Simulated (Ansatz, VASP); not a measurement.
# HfTeSe: VASP beside Ansatz

Wanted: the spread between two codes on one cell, functional and k mesh. The structure shown is the start of the Ansatz relaxation below; VASP solves that cell, so the two are compared at the walk's first step.

Method: plane waves, with VASP 6.6.1 beside it; single point at PBEsol, in Ansatz 0.2.0.

## 1. The starting structure

The cell holds 3 atoms: 1 Hf, 1 Se and 1 Te. Its edges and angles: a = 3.869 Å, b = 3.812 Å, c = 30.000 Å, α = 90.0°, β = 90.0°, γ = 120.5°. Vacuum lies along c.

As a file:

```cif
data_structure
_symmetry_space_group_name_H-M 'P 1'
_symmetry_Int_Tables_number 1
_cell_length_a 3.8685
_cell_length_b 3.8118
_cell_length_c 30.0000
_cell_angle_alpha 90.000
_cell_angle_beta 90.000
_cell_angle_gamma 120.494
_cell_volume 381.20
loop_
_atom_site_label
_atom_site_type_symbol
_atom_site_fract_x
_atom_site_fract_y
_atom_site_fract_z
_atom_site_occupancy
Hf1 Hf 0.99988 0.99976 0.33647 1
Se2 Se 0.33432 0.66863 0.38554 1
Te3 Te 0.66580 0.33161 0.27466 1
```

## 2. Ansatz: relaxation, PBEsol

Ansatz runs on its PAW soft_1 files.

The two programs are compared at the cell with which this relaxation starts, whose forces are those of its first step.

Input file input.yaml:

```yaml
crystal:
  lattice:
    - [3.868549087, 0.0, 0.0]
    - [-1.9342745435, 3.2845703776, 0.0]
    - [0.0, 0.0, 30.0]
  atoms:
    - { symbol: Hf, position: [-0.0001214359, -0.0002428719, 0.3364672729] }
    - { symbol: Se, position: [0.3343170204, 0.6686340408, 0.38554237] }
    - { symbol: Te, position: [0.6658044155, 0.3316088311, 0.2746570238] }
  periodic: [true, true, false]
kpoints:
  mp_grid: { grid: [12, 12, 1] }
hamiltonian:
  xc: pbesol
  pseudopotentials: { kind: paw, azcp: { folder: soft_1 }, xc_functional: pbe }
scf:
  occupations: { method: methfessel_paxton, width: 0.2 }
output:
  forces: true
  stress: true
  eigenvalues: true
relax:
  adjacent_minimum: "off"
  f_tol: 0.001
  max_steps: 60
```

On the command line:

```sh
$ ansatz run input.yaml --threads 4 --pin off --max-ram 16384MiB --backend cpu --events-out ev --progress --plain --runs-dir out
```

Numbers of over 12 decimals in the logs are rounded to 6 here.

The program printed:

```text
Warning: output.stress: scf.convergence.dr2_threshold = 1e-9 eV (the default of a walk held to its f_tol) is looser than the 3e-10 eV advised for a printed stress (1e-10 eV for each atom of the cell: 3). What an SCF threshold leaves in a stress goes as its square root, and in the free energy as the threshold itself, and one threshold admits the most on a small cell: [figures from the program's tests cut] Every solve  [...]
Engine: ansatz 0.2.0, x86_64-unknown-linux-gnu
Pseudopotentials: kind: paw
Pseudopotential: Hf, paw, valence charge 26, recommended cutoff 420 eV (normal), soft_1/Hf.paw.azcp
Pseudopotential: Se, paw, valence charge 16, recommended cutoff 420 eV (normal), soft_1/Se.paw.azcp
Pseudopotential: Te, paw, valence charge 16, recommended cutoff 420 eV (normal), soft_1/Te.paw.azcp
Functional definition: PBEsol
  exchange = pbesol_x
  correlation = pbesol_c
Crystal: 3 atoms, lattice volume = 381.196 Å³
Basis set: ecut = 420 eV, 7461 PW (Γ), exchange–correlation on 54×54×432 points (8 copies of the dense FFT grid, shifted against one another)
Bands: 35, of which v1, the nominal top of the filled ones, is band 29 counted from 1 (28 counted from 0)
Symmetry: 2 space group operations
Space group: Cm (ITA 8), of the structure as read, at distance tolerance 7.3e-5 Å
k-points: 43 of 144 (time reversal used)
Non-local potential: Hf, projectors of the file, l = 0: 3, l = 1: 2, l = 2: 2, l = 3: 3
Non-local potential: Se, projectors of the file, l = 0: 2, l = 1: 2, l = 2: 3, l = 3: 1
Non-local potential: Te, projectors of the file, l = 0: 2, l = 1: 2, l = 2: 2, l = 3: 1
PAW form: soft (Blöchl's): semilocal exchange-correlation on the pseudo side does not see the compensation charge
PAW frozen core: Hf, regenerated for the run's functional, and the local potential with it (the file was generated under x = pbe(κ = 0.804, μ = 0.219515), c = pbe(β = 0.066725))
PAW frozen core: Se, regenerated for the run's functional, and the local potential with it (the file was generated under x = pbe(κ = 0.804, μ = 0.219515), c = pbe(β = 0.066725))
PAW frozen core: Te, regenerated for the run's functional, and the local potential with it (the file was generated under x = pbe(κ = 0.804, μ = 0.219515), c = pbe(β = 0.066725))
PAW one-centre angular grid: Hf, 590 points (default); XC on 64 Gauss nodes
PAW one-centre angular grid: Se, 590 points (default); XC on 64 Gauss nodes
PAW one-centre angular grid: Te, 590 points (default); XC on 64 Gauss nodes
Initial density: superposition of atomic densities (neutral atoms: chi_scale 0, normalization atom)
Initial wavefunctions: pseudopotential atomic-orbital guess
Functional: x = pbesol(κ = 0.804, μ = 0.123457), c = pbesol(β = 0.046)
iter 1 solved again at ethr=2.47e-3 eV; its pass at ethr=3.10e-3 eV (dr2=1.43e0 eV) is discarded
SCF iter   1: F=—  HF=-27928.136987 eV  |F-HF|=—  |Δ(HF+E_count)|=         —  Δρ=1.59e-2  dr2=1.44e0  ethr=2.47e-3  ⟨swp⟩=1.0  Hψ=10581  notcnv=0
preconditioner: auto → LDOS  [metal: Δε(μ)=0.115 eV  Ē_g=11.584 eV  σ=0.200 eV  W_gap=0.44  n_scr=56 (ndim 8)  ℏωp=10.4 eV  f_vac=0.760  D(μ)=0.29/eV (n_scr^D=2)  β→1.0]
SCF iter   2: F=—  HF=-27928.243166 eV  |F-HF|=—  |Δ(HF+E_count)|=   1.06e-1  S|Δr|=    0.00e0  Δρ=1.51e-2  dr2=1.63e0  ethr=2.47e-3  ⟨swp⟩=5.3  Hψ=4458  notcnv=0  defer=25
SCF iter   3: F=—  HF=-27927.735502 eV  |F-HF|=—  |Δ(HF+E_count)|=   5.08e-1  S|Δr|=    0.00e0  Δρ=2.73e-3  dr2=5.80e-2  ethr=2.47e-3  ⟨swp⟩=3.9  Hψ=3652  notcnv=0  defer=50
SCF iter   4: F=—  HF=-27927.719149 eV  |F-HF|=—  |Δ(HF+E_count)|=   1.64e-2  S|Δr|=    0.00e0  Δρ=1.12e-3  dr2=1.40e-2  ethr=1.00e-4  ⟨swp⟩=2.9  Hψ=3176  notcnv=0  defer=50
SCF iter   5: F=—  HF=-27927.716313 eV  |F-HF|=—  |Δ(HF+E_count)|=   2.84e-3  S|Δr|=    0.00e0  Δρ=3.63e-4  dr2=9.08e-4  ethr=2.41e-5  ⟨swp⟩=3.2  Hψ=2887  notcnv=0  defer=50
SCF iter   6: F=—  HF=-27927.716304 eV  |F-HF|=—  |Δ(HF+E_count)|=   8.52e-6  S|Δr|=    0.00e0  Δρ=1.13e-4  dr2=2.28e-5  ethr=1.57e-6  ⟨swp⟩=2.8  Hψ=2486  notcnv=0  defer=50
[...]
SCF iter   4: F=—  HF=-27927.714526 eV  |F-HF|=—  |Δ(HF+E_count)|=   5.89e-5  S|Δr|=    0.00e0  Δρ=4.20e-5  dr2=2.16e-5  ethr=4.51e-7  ⟨swp⟩=3.0  Hψ=2291  notcnv=0  defer=48
SCF iter   5: F=—  HF=-27927.714530 eV  |F-HF|=—  |Δ(HF+E_count)|=   4.86e-6  S|Δr|=    0.00e0  Δρ=1.79e-5  dr2=1.63e-6  ethr=3.72e-8  ⟨swp⟩=3.7  Hψ=3237  notcnv=0  defer=48
SCF iter   6: F=-27927.714531 eV  HF=-27927.714531 eV  |F-HF|=2.91e-7  |Δ(HF+E_count)|=   6.42e-7  S|Δr|=    0.00e0  Δρ=6.16e-6  dr2=9.91e-8  ethr=8.24e-10  ⟨swp⟩=18.7  Hψ=9540  notcnv=0
SCF 2 converged in 6 iterations: F = -27927.714531 eV  dr2 = 9.91e-8
relax step   2: F+E_penalty+E_count = -27927.71453139 eV  Δ(F+E_penalty+E_count) = +1.881e-3 eV  max|allowed force component| = 1.662e-1 eV/Å  Δτ_max = 0.0290 Å  (6 SCF iters, dr2 threshold 4.78e-7 eV, rejected (line search))
[...]
relax step   3: F+E_penalty+E_count = -27927.71739960 eV  Δ(F+E_penalty+E_count) = -9.870e-4 eV  max|allowed force component| = 5.339e-3 eV/Å  Δτ_max = 0.0112 Å  (8 SCF iters, dr2 threshold 1.00e-7 eV, accepted)
[...]
relax step   4: F+E_penalty+E_count = -27927.71740306 eV  Δ(F+E_penalty+E_count) = -3.456e-6 eV  max|allowed force component| = 2.263e-3 eV/Å  Δτ_max = 0.0008 Å  (5 SCF iters, accepted)
[...]
relax step   5: F+E_penalty+E_count = -27927.71740352 eV  Δ(F+E_penalty+E_count) = -4.560e-7 eV  max|allowed force component| = 1.792e-4 eV/Å  Δτ_max = 0.0002 Å  (5 SCF iters, accepted)
SCF converged after 5 iterations
Stability not checked: this state was not tested for a lower state beside it, because cold or Methfessel-Paxton smearing, or corrected tetrahedra, fill the levels in a way that the test cannot read (fill_not_monotonic; see scf.lower_state_search)
Free energy (F): -27927.717404 eV
Harris-Foulkes:  -27927.717404 eV  (|F-HF|=1.91e-9)
Internal energy: -27927.715920 eV  (E = F + TS)
E sigma→0 (E₀):  -27927.717033 eV
Entropy (-TS):   -0.001484 eV (-0.495 meV/atom)
Fermi energy:    -4.824980 eV
Step filling:    the computed levels leave a gap of 0.0198 eV = 0.1 smearing widths at the electron count; against every level under it full and every level over it empty, smearing changes F+E_penalty+E_count by -0.890 meV and its σ→0 estimate by -0.519 meV
--- Per-component energies (eV) ---
  E_band       = -1697.007354
  E_kinetic    = 689.656884
  E_local      = -154654.579904  (includes V_loc(G=0)·N_el)
  E_nonlocal   = -217.173069
  E_hartree    = 76789.489572
  E_xc         = -469.605464
  E_vxc        = -445.450442  (∫ρ·V_xc dr)
  E_paw        = -14256.994836  (= ΣΔE_a)
  E_vpaw       = -648.439646  (= ΣTr[D̂ρ^β])
  E_aug_tail   = -0.000192  (compensation charges beyond the density's cutoff)
  E_ewald      = 64188.856770
  E_core_change = 2.634319  (= ΣΔE_core)
  E_smearing   = -0.001484  (= −TS)
  E_closure    = -0.000000  (closes the sum)
  Σ components = -27927.717404   (vs F -27927.717404, Δ=0.00e0)
--- Forces (eV/Å), atoms counted from 1 ---
  atom   1  Hf     0.00000000    -0.00017863     0.00009922
  atom   2  Se     0.00000000     0.00005816    -0.00005312
  atom   3  Te     0.00000000     0.00012207    -0.00004809
  max |Σ_I F_I| component: 1.99e-6 eV/Å
--- 2D stress c σ (N/m, compression-positive) ---
       -1.025162       0.000000       0.000000
        0.000000      -0.152701       0.000000
        0.000000       0.000000       0.000000
  P = ½ c Tr σ = -0.5889 N/m
--- Band table (eV; the first three rows and the last of 43) ---
  k-point 0: bands = [... 25 lower, -7.6784, -6.5630, -4.6644, -4.5297, -4.0064, -3.8640, -3.5379, -1.3499 (-1.3499°), ... 2 higher]
  k-point 1: bands = [... 25 lower, -7.7817, -6.3673, -5.2977, -5.0356, -3.8425, -3.6188, -3.2525, -1.2057 (-1.2057°), ... 2 higher]
  k-point 2: bands = [... 25 lower, -7.7392, -6.5758, -6.0501, -5.5151, -4.0550, -3.1117, -2.9292, -1.4597 (-1.4597°), ... 2 higher]
  k-point 42: bands = [... 25 lower, -8.2372, -7.7565, -7.3510, -6.7623, -3.5003, -2.9974, -2.3378, -1.2456, ... 2 higher]
  ° read free of the cell's end (the report's vacuum.weakly_bound_levels)
--- Relaxed structure (5 steps of the walk, 4 accepted, 0 SCFs on fresh bases) ---
  F+E_penalty+E_count = -27927.71740352 eV   max|allowed force component| = 1.792e-4 eV/Å
  cell:  # Å, volume = 381.1957 Å³
    - [3.868549087, 0.0, 0.0]
    - [-1.9342745435, 3.2845703776, 0.0]
    - [0.0, 0.0, 30.0]
  atoms:
    - { symbol: Hf, position: [-0.000298329, -0.000596657, 0.336480] }
    - { symbol: Se, position: [0.335280, 0.670560, 0.385229] }
    - { symbol: Te, position: [0.665018, 0.330037, 0.274958] }
```

The column dr2 measures how far the density is from self-consistency, as an energy; F and HF (Harris–Foulkes) agree once it is small.

## 3. VASP: single point, PBEsol, start cell, pair 1

The same cell, functional, mesh and smearing now go to VASP, with its own data sets.

Lines of VASP's logs that name or quote its potential files are left out, and so is its time.

Input file INCAR:

```
SYSTEM = HfTeSe
PREC = Accurate
ENCUT = 400
EDIFF = 1E-06
NELM = 120
ISMEAR = 1
SIGMA = 0.2
LREAL = .FALSE.
ALGO = Normal
GGA = PS
NBANDS = 17
LASPH = .TRUE.
LORBIT = 11
LWAVE = .FALSE.
LCHARG = .FALSE.
ISIF = 2
LDIPOL = .TRUE.
IDIPOL = 3
DIPOL = 0.5 0.5 0.332
LVHAR = .TRUE.
GGA_COMPAT = .FALSE.
NELMDL = -8
KPAR = 2
```

Input file POSCAR:

```
HfTeSe
1.0
    3.8685490870      0.0000000000      0.0000000000
   -1.9342745435      3.2845703776      0.0000000000
    0.0000000000      0.0000000000     30.0000000000
Hf Se Te
1 1 1
Direct
    0.9998785229      0.9997570459      0.3364672667
    0.3343170868      0.6686341736      0.3855423667
    0.6658046030      0.3316089701      0.2746570333
```

Input file KPOINTS:

```
Automatic mesh
0
Gamma
12 12 1
0 0 0
```

The projector-augmented-wave data sets are Hf_pv, Se and Te (PBE family, release 64).

On the command line:

```sh
$ mpirun -np 2 vasp_std
```

The program printed:

```text
[banner, memory and clock lines left out]
running    2 mpi-ranks, on    1 nodes
 distrk:  each k-point on    1 cores,    2 groups
 distr:  one band on    1 cores,    1 groups

 POSCAR found type information on POSCAR HfSeTe
 POSCAR found :  3 types and       3 ions
|                                                                             |
|               ----> ADVICE to this user running VASP <----                  |
|                                                                             |
|     You enforced a specific xc type in the INCAR file but a different       |
|     [... a line on the potential file left out ...]
|     I HOPE YOU KNOW WHAT YOU ARE DOING!                                     |
|                                                                             |

 LDA part: xc-table for (Slater+PW92), standard interpolation
 POSCAR, INCAR and KPOINTS ok, starting setup
 FFT: planning ... GRIDC
 FFT: planning ... GRID_SOFT
 FFT: planning ... GRID
 WAVECAR not read
 entering main loop
       N       E                     dE             d eps       ncg     rms          rms(c)
DAV:   1     0.910011637262E+02    0.91001E+02   -0.80164E+03  1838   0.732E+02
DAV:   2    -0.118938953156E+02   -0.10290E+03   -0.10063E+03  1934   0.147E+02
DAV:   3    -0.219652852271E+02   -0.10071E+02   -0.10029E+02  2171   0.466E+01
DAV:   4    -0.221583397339E+02   -0.19305E+00   -0.19221E+00  2348   0.754E+00
DAV:   5    -0.221597696420E+02   -0.14299E-02   -0.20750E-02  2218   0.668E-01
DAV:   6    -0.221598182528E+02   -0.48611E-04   -0.48606E-04  2364   0.844E-02
DAV:   7    -0.221604642464E+02   -0.64599E-03   -0.56957E-06  2179   0.873E-03
DAV:   8    -0.221604642558E+02   -0.93762E-08   -0.92717E-08  1692   0.118E-03    0.450E+01
DAV:   9    -0.211222250464E+02    0.10382E+01   -0.32743E+00  1622   0.796E+00    0.320E+01
DAV:  10    -0.210780134811E+02    0.44212E-01   -0.18853E+00  1956   0.701E+00    0.923E+00
DAV:  11    -0.209958641438E+02    0.82149E-01   -0.47815E-01  1907   0.345E+00    0.135E+00
DAV:  12    -0.209928299575E+02    0.30342E-02   -0.50540E-02  1827   0.113E+00    0.686E-01
DAV:  13    -0.209925679439E+02    0.26201E-03   -0.36855E-03  1984   0.334E-01    0.152E-01
DAV:  14    -0.209923893343E+02    0.17861E-03   -0.32818E-04  2016   0.858E-02    0.927E-02
[...]
DAV:  20    -0.209929408428E+02   -0.21406E-04   -0.92283E-07  1761   0.365E-03    0.222E-03
DAV:  21    -0.209929803069E+02   -0.39464E-04   -0.91143E-07  1530   0.330E-03    0.222E-03
DAV:  22    -0.209929885825E+02   -0.82755E-05   -0.12871E-06  1616   0.269E-03    0.131E-03
DAV:  23    -0.209930034099E+02   -0.14827E-04   -0.54329E-07  1447   0.196E-03    0.588E-04
DAV:  24    -0.209930068657E+02   -0.34558E-05   -0.58499E-08  1602   0.687E-04    0.460E-04
DAV:  25    -0.209930103658E+02   -0.35001E-05   -0.73655E-08  1421   0.700E-04    0.546E-04
DAV:  26    -0.209930118973E+02   -0.15315E-05   -0.24437E-08  1495   0.400E-04    0.278E-04
DAV:  27    -0.209930124403E+02   -0.54297E-06   -0.39959E-09  1414   0.202E-04
   1 F= -.20993012E+02 E0= -.20992437E+02  d E =-.172514E-02
```

From OUTCAR (step 3):

```text
ion  position               nearest neighbor table
   1  1.000  1.000  0.336-   2 2.64   2 2.66   2 2.66   3 2.87   3 2.89   3 2.89
   2  0.334  0.669  0.386-   1 2.64   1 2.66   1 2.66
   3  0.666  0.332  0.275-   1 2.87   1 2.89   1 2.89

  LATTYP: Found a base centered orthorhombic cell.
 ALAT       =     3.8685490870
 B/A-ratio  =     1.6980890270
 C/A-ratio  =     7.7548453762

 Subroutine GETGRP returns: Found  2 space group operations
 (whereof  2 operations were pure point group operations)

The static configuration has the point symmetry C_1h.

 Found     43 irreducible k-points:

   k-points           NKPTS =     43   k-points in BZ     NKDIM =     43   number of bands    NBANDS=     17

   dimension x,y,z NGX =    28 NGY =   28 NGZ =  196
   dimension x,y,z NGXF=    56 NGYF=   56 NGZF=  392

   ENCUT  =  400.0 eV  29.40 Ry    5.42 a.u.   6.31  6.22 48.92*2*pi/ulx,y,z

   NELECT =      22.0000    total number of electrons

 k-points in reciprocal lattice and weights: Automatic mesh
   0.00000000  0.00000000  0.00000000       0.007
   0.08333333  0.00000000  0.00000000       0.028
   0.16666667 -0.00000000  0.00000000       0.028
   0.25000000 -0.00000000  0.00000000       0.028
   0.33333333 -0.00000000  0.00000000       0.028
   0.41666667  0.00000000  0.00000000       0.028
   0.50000000 -0.00000000  0.00000000       0.014
   0.00000000  0.08333333  0.00000000       0.014
   0.08333333  0.08333333  0.00000000       0.028
[...]
0.16666667  0.41666667  0.00000000       0.014
   0.00000000  0.50000000  0.00000000       0.007

 dipolmoment           0.000000      0.000000      0.000621 electrons x Angstroem

 average (electrostatic) potential at core
       1 -45.8864       2 -60.9141       3 -96.4887

 E-fermi :  -2.7901

 k-point     1 :       0.0000    0.0000    0.0000
  band No.  band energies     occupation
    ...
      5     -14.2752      2.00000
      6      -7.6548      2.00000
      7      -5.7204      2.00000
      8      -5.6051      2.00000
      9      -4.5413      2.00000
     10      -2.6212     -0.00128
     11      -2.4900     -0.05526
     12      -1.9560     -0.00000
     13      -1.8261     -0.00000
     14      -1.5189     -0.00000
    ...

 k-point     2 :       0.0833    0.0000    0.0000
  band No.  band energies     occupation
    ...
      7      -5.9447      2.00000
      8      -5.6085      2.00000
      9      -4.3586      2.00000
     10      -3.3622      2.00040
     11      -2.8692      1.61470
     12      -1.8742     -0.00000
     13      -1.4913     -0.00000
     14      -1.2206     -0.00000
     15       0.7951     -0.00000
     16       1.2607      0.00000
    ...

 k-point     3 :       0.1667   -0.0000    0.0000
  band No.  band energies     occupation
    ...
      7      -6.3701      2.00000
      8      -5.5675      2.00000
      9      -4.6096      2.00000
     10      -4.0598      2.00000
     11      -3.3230      2.00108
     12      -2.0798     -0.00001
     13      -1.0052     -0.00000
     14      -0.8712     -0.00000
     15       0.5214     -0.00000
     16       1.4516      0.00000
    ...

  Total       -1.1115153     -0.3431021     -0.3753218      0.0000000      0.0980664      0.0000000
  in kB       -4.6717337     -1.4420688     -1.5774894      0.0000000      0.4121763      0.0000000
  external PRESSURE =      -2.5637640 kB  Pullay stress =       0.0000000 kB

  energy-cutoff  :      400.00
  volume of cell :      381.20
      direct lattice vectors                 reciprocal lattice vectors
     3.868549087  0.000000000  0.000000000     0.258494846  0.152226910  0.000000000
    -1.934274543  3.284570378  0.000000000     0.000000000  0.304453820  0.000000000
     0.000000000  0.000000000 30.000000000     0.000000000  0.000000000  0.033333333

 POSITION                                       TOTAL-FORCE (eV/Angst)
 -----------------------------------------------------------------------------------
      1.93427      3.28377     10.09402        -0.000000     -0.015830      0.017359
      0.00000      2.19618     11.56627        -0.000000      0.038369     -0.115478
      1.93427      1.08919      8.23971         0.000000     -0.022539      0.098119
 -----------------------------------------------------------------------------------
    total drift:                               -0.000134     -0.000174      0.000364

  FREE ENERGIE OF THE ION-ELECTRON SYSTEM (eV)
  ---------------------------------------------------
  free  energy   TOTEN  =       -20.9930124403 eV

  energy  without entropy=      -20.9912873009  energy(sigma->0) =      -20.99243739

 vacuum level on the upper side and lower side of the slab         2.048         2.039

 total charge
# of ion       s       p       d       tot
------------------------------------------
    1        0.307   6.440   1.469   8.215
    2        1.458   2.414   0.030   3.902
    3        1.378   2.038   0.033   3.449
--------------------------------------------------
tot          3.143  10.891   1.532  15.566

[... 3 further parts left out ...]
```

Harder data sets than Hf_pv exist (the GW ones), and pressures, volumes and forces can shift noticeably with them.

## 4. Comparison

Known differences besides the potentials themselves: Ansatz cuts the interaction across the vacuum, VASP repeats the sheet with a dipole correction; the data sets hold 58 valence electrons in Ansatz (on its PAW soft_1 files) and 22 in VASP; the cutoff is 420 eV in Ansatz and 400 eV in VASP; Ansatz makes its cores anew for this functional, VASP keeps those of its PBE data sets. Total energies have different zeros and are not compared.

Forces (eV/Å; atoms numbered as in POSCAR):

```tsv
atom	Ansatz x, y, z	VASP x, y, z
Hf1	0.000, -0.016, 0.002	0.000, -0.016, 0.017
Se2	0.000, 0.039, -0.087	0.000, 0.038, -0.115
Te3	0.000, -0.023, 0.085	0.000, -0.023, 0.098
```

The forces differ by 11 meV/Å r.m.s., which is 21.5 % of the r.m.s. force of 0.053 eV/Å (both taken over all components). With vacuum in the cell, a pressure given here is an average over mostly empty space and none of the material.

(Part 1 of 2 ends here.)

[Lines on the potential files, build, host, timing and source positions are cut from VASP's logs without a mark.]

[Logs are printed without paths, hosts, clocks, repeated set-up lines and the standing remarks that a program may print on its own settings, such as how far it seeks lower states.]

[Hosts, paths, dates, database ids (printed as entryN), source tags and the programs' standing remarks are cut or masked in the printed files.]
